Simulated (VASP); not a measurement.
Here is a VASP 6.6.1 calculation.

File INCAR:

```
SYSTEM = BaAs7
PREC     = Accurate       ! precision mode
ENCUT    = 600            ! plane-wave cutoff, eV
EDIFF    = 1E-6           ! SCF threshold, eV
ISMEAR   = 0              ! smearing method
SIGMA    = 0.1            ! smearing width, eV
LREAL    = .False.        ! projectors in reciprocal space
LASPH    = .True.         ! aspherical terms in the spheres
NELM     = 100            ! most SCF steps
ALGO     = Normal         ! electronic algorithm
ISIF     = 3              ! what is computed and relaxed
LWAVE    = .False.        ! write WAVECAR
LCHARG   = .False.        ! write CHGCAR
GGA      = PE             ! functional
IBRION   = 2              ! ionic algorithm
NSW      = 90             ! ionic steps
EDIFFG   = -0.04          ! ionic threshold
```

File KPOINTS:

```
regular mesh
0
Gamma
  4 4 4
  0 0 0
```

POSCAR

```
BaAs7
1.0
    5.8491550000      0.0000000000      0.0000000000
    0.0000000000      5.8491550000      0.0000000000
    0.0000000000      0.0000000000      5.8491550000
Ba As
1 7
Direct
    0.5000000000      0.5000000000      0.5000000000
    0.1487866900      0.5000000000      0.5000000000
    0.8512133100      0.5000000000      0.5000000000
    0.5000000000      0.1487866900      0.5000000000
    0.5000000000      0.8512133100      0.5000000000
    0.5000000000      0.5000000000      0.1487866900
    0.5000000000      0.5000000000      0.8512133100
    0.0000000000      0.0000000000      0.0000000000
```

Potentials or basis: VASP PAW PBE potentials, release 64 (Ba_sv, As).

The run is started by

```bash
$ cat potpaw_PBE.64/Ba_sv/POTCAR potpaw_PBE.64/As/POTCAR > POTCAR
$ mpirun -np 1 vasp_std > vasp.out
```

Q: Predict the band gap on the k mesh.

A: None (metal or under the smearing width).

Q: Predict the relaxed volume.

A: 79.45 Å³/atom.

Q: Estimate the space group after relaxing (to 0.05 Å).

A: Pm-3m (No. 221).

Step by step:
```tsv
step	energy change (eV)	largest force (eV/Å)	pressure (GPa)	volume (Å³)
1	0.0000	4.5848	101.38	200.11
2	-36.5689	0.3092	-1.14	1097.66
3	-37.1896	0.5923	-1.18	1016.63
4	-37.7717	0.9152	-1.20	945.58
5	-40.5521	5.3996	2.97	480.45
6	-40.2560	3.3012	-0.57	655.59
7	-40.7129	4.2707	0.45	577.04
8	-40.7528	4.4825	0.77	561.01
9	-45.7430	4.2793	-1.47	609.71
10	-45.6679	11.8619	4.06	726.78
11	-48.5565	3.3297	-1.59	639.86
12	-49.9053	0.6949	-0.08	682.40
13	-49.9348	0.5236	-0.57	673.72
14	-49.9469	0.1548	-0.42	676.55
15	-49.9407	0.1888	-0.28	679.00
16	-49.9747	0.0725	-0.21	662.32
17	-49.9953	0.0951	-0.08	638.74
18	-49.9954	0.1052	-0.07	637.35
19	-49.9882	0.3352	0.22	630.20
20	-49.9962	0.0007	0.00	635.57
```

Caveat: the volume moved by over 15 % at a fixed basis, so the end points are rough. The run has no spin-orbit coupling, so splittings on Ba are missing.
